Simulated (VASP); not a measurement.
Here is the system:

```xyz
4
Lattice="1.5950 -2.7626 0.0000 1.5950 2.7626 0.0000 0.0000 0.0000 5.1900" Properties=species:S:1:pos:R:3 pbc="T T T"
Ga     1.5950    -0.9209     2.5950
Ga     1.5950     0.9209     0.0000
N      1.5950    -0.9209     4.5516
N      1.5950     0.9209     1.9566
```

Computed with PBE GGA, VASP's PBE PAW potentials (set 64) (plane waves; VASP). Run with 520 eV cut-off, 9×9×5 Γ-centred mesh, Gaussian smearing of 0.050 eV, potentials Ga_d N.

Estimate the energy per atom (σ→0), pressure, band gap (on the k-mesh) with the smallest direct gap where there is one.

```
Item                                          Value
-----------------------------------  --------------
band gap (on the k-mesh)                    1.91 eV
smallest direct gap (on the k-mesh)         1.91 eV
energy per atom (σ→0)                -6.077 eV/atom
pressure                                   5.16 GPa
```

The compound is GaN in the wurtzite structure. The cell was not relaxed at this level.
